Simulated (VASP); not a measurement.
Method: PBE GGA, VASP's PBE PAW potentials (set 64) (plane waves; VASP).

VASP input:

### POSCAR
```
CdTe
3.240
  0.0000000000   1.0000000000   1.0000000000
  1.0000000000   0.0000000000   1.0000000000
  1.0000000000   1.0000000000   0.0000000000
Cd Te
1 1
Cart
  0.0000000000   0.0000000000   0.0000000000
  0.5000000000   0.5000000000   0.5000000000
```

File KPOINTS:
```
K-points
0
Gamma
6 6 6
0 0 0
```

INCAR:
```
SYSTEM=CdTe
PREC=Accurate; ENCUT=400; LREAL=F
LASPH=T; NELECT=17.5
EDIFF=1E-6; NELM=100; ALGO=Normal
LMAXMIX=4
ISMEAR=0; SIGMA=0.05
GGA=PE
ISIF=2
LWAVE=F; LCHARG=F
```

POTCAR, in this order: Cd Te (PBE.64 set). Program: vasp_std.

Output of the run:

**OSZICAR**
```
       N       E                     dE             d eps       ncg     rms          rms(c)
DAV:   1     0.838943383418E+02    0.83894E+02   -0.66738E+03   424   0.890E+02
DAV:   2    -0.267005004382E+01   -0.86564E+02   -0.83603E+02   481   0.251E+02
DAV:   3    -0.579119483027E+01   -0.31211E+01   -0.31131E+01   506   0.512E+01
DAV:   4    -0.582143284951E+01   -0.30238E-01   -0.30234E-01   614   0.419E+00
DAV:   5    -0.582150175380E+01   -0.68904E-04   -0.68904E-04   481   0.190E-01    0.504E+00
DAV:   6    -0.571217108108E+01    0.10933E+00   -0.54595E-01   466   0.975E+00    0.431E+00
DAV:   7    -0.570657092114E+01    0.56002E-02   -0.55555E-02   441   0.197E+00    0.185E+00
DAV:   8    -0.570713469435E+01   -0.56377E-03   -0.57587E-03   471   0.896E-01    0.361E-01
DAV:   9    -0.570736767334E+01   -0.23298E-03   -0.46904E-04   431   0.206E-01    0.116E-01
DAV:  10    -0.570737258179E+01   -0.49084E-05   -0.93567E-05   471   0.771E-02    0.543E-02
DAV:  11    -0.570738264735E+01   -0.10066E-04   -0.13921E-05   486   0.243E-02    0.207E-02
DAV:  12    -0.570738665164E+01   -0.40043E-05   -0.69687E-06   446   0.213E-02    0.162E-02
DAV:  13    -0.570738688841E+01   -0.23677E-06   -0.84083E-08   333   0.226E-03
   1 F= -.57073869E+01 E0= -.57062096E+01  d E =-.235458E-02
```

OUTCAR:
```
------------------------ aborting loop because EDIFF is reached ----------------------------------------
  FORCE on cell =-STRESS in cart. coord.  units (eV):
  Direction    XX          YY          ZZ          XY          YZ          ZX
  --------------------------------------------------------------------------------------
  Total       -3.1573704     -3.1573704     -3.1573704     -0.0000000     -0.0000000      0.0000000
  in kB      -74.3654288    -74.3654288    -74.3654288     -0.0000000     -0.0000000      0.0000000
  external PRESSURE =     -74.3654288 kB  Pullay stress =       0.0000000 kB
  volume of cell :       68.02
      direct lattice vectors                 reciprocal lattice vectors
     0.000000000  3.240000000  3.240000000    -0.154320988  0.154320988  0.154320988
     3.240000000  0.000000000  3.240000000     0.154320988 -0.154320988  0.154320988
     3.240000000  3.240000000  0.000000000     0.154320988  0.154320988 -0.154320988
  FREE ENERGIE OF THE ION-ELECTRON SYSTEM (eV)
  ---------------------------------------------------
  free  energy   TOTEN  =        -5.7073868884 eV

  energy  without entropy=       -5.7050323064  energy(sigma->0) =       -5.70620960
```
(Selected blocks of OUTCAR.)

OUTCAR:
```
 val. band max:        1.4405258650   @ k =   0.5000   0.0000   0.0000

 cond. band min:       1.6003621593   @ k =   0.3333   0.0000   0.0000


 Fermi energy:         1.5730001116

 k-point     1 :       0.0000    0.0000    0.0000
  band No.  band energies     occupation
      1      -9.0209      2.00000
      2      -5.9812      2.00000
      3      -5.9812      2.00000
      4      -5.9812      2.00000
      5      -5.7076      2.00000
      6      -5.7076      2.00000
      7       2.1788      0.00000
      8       2.1788      0.00000
      9       2.1788      0.00000
     10       3.1700      0.00000
     11       7.0470      0.00000
     12       7.0470      0.00000
     13       7.0470      0.00000

 k-point     2 :       0.1667    0.0000    0.0000
  band No.  band energies     occupation
      1      -8.9282      2.00000
      2      -5.9627      2.00000
      3      -5.9627      2.00000
      4      -5.8960      2.00000
      5      -5.7088      2.00000
      6      -5.7088      2.00000
      7       0.5409      2.00000
      8       1.9645      0.00000
      9       1.9645      0.00000
     10       4.2179      0.00000
     11       7.1771      0.00000
     12       7.3760      0.00000
     13       7.3760      0.00000

 k-point     3 :       0.3333    0.0000    0.0000
  band No.  band energies     occupation
      1      -8.7426      2.00000
      2      -5.9299      2.00000
      3      -5.9299      2.00000
      4      -5.7051      2.00000
      5      -5.7051      2.00000
      6      -5.6200      2.00000
      7      -1.2567      2.00000
      8       1.6004      0.43898
      9       1.6004      0.43897
     10       4.3411      0.00000
     11       7.6802      0.00000
     12       7.6802      0.00000
     13       8.7139      0.00000

 k-point     4 :       0.5000    0.0000    0.0000
  band No.  band energies     occupation
      1      -8.6513      2.00000
      2      -5.9167      2.00000
      3      -5.9167      2.00000
...
```

The cell is charged, with a uniform compensating background. Unless said otherwise, spin-orbit coupling is left out, though it shifts the bands of the heavy elements here.

The compound is CdTe in the zinc blende structure. The cell was not relaxed at this level. The run is one of a series of settings (NELECT = 17.5 against the base run), some of them coarse on purpose.
